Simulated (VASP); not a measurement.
```
Ir3ScB2
1.0
    5.42967     0.00000     0.00000
   -2.71483     4.70223     0.00000
    0.00000     0.00000     3.04401
Sc B Ir
1 2 3
Direct
  0.00000   0.00000   0.50000
  0.33333   0.66667   0.50000
  0.66667   0.33333   0.50000
  0.00000   0.50000   0.00000
  0.50000   0.00000   0.00000
  0.50000   0.50000   0.00000
```

Method: LDA (Ceperley-Alder, Perdew-Zunger), VASP's LDA PAW potentials (set 64) (plane waves; VASP). Numerical set-up: 400 eV cut-off, 8×8×13 Γ-centred mesh, Fermi-Dirac smearing of 0.10 eV, potentials Sc_sv B Ir.

At this cut-off the stress carries a Pulay error, which pulls relaxed volumes low. Energy and stress use the plane-wave basis of the starting cell.

The ions, cell shape and volume are relaxed. Predict the relaxed structure.

```
Ir3ScB2
1.0
    5.37868     0.00000     0.00000
   -2.68934     4.65808     0.00000
    0.00000     0.00000     3.01355
Sc B Ir
1 2 3
Direct
  0.00000   0.00000   0.50000
  0.33333   0.66667   0.50000
  0.66667   0.33333   0.50000
  0.00000   0.50000   0.00000
  0.50000   0.00000   0.00000
  0.50000   0.50000   0.00000
```
Space group P6/mmm (191), at a tolerance of 0.03 Å.

How do energy and volume change from the first to the last step?

The energy (σ→0) changes by -9.4 meV/atom and the volume by -2.9 %, in 9 ionic steps.

The structure comes from a computed database's ScB2Ir3 entry (P6/mmm); how it stands against other phases isn't given here. This run relaxes it. Symmetry was kept, so distortions that lower it aren't found. The run is one of a series of settings (EDIFFG = -0.01, IBRION = 2, ISIF = 3, NSW = 50 against the base run), some of them coarse on purpose.
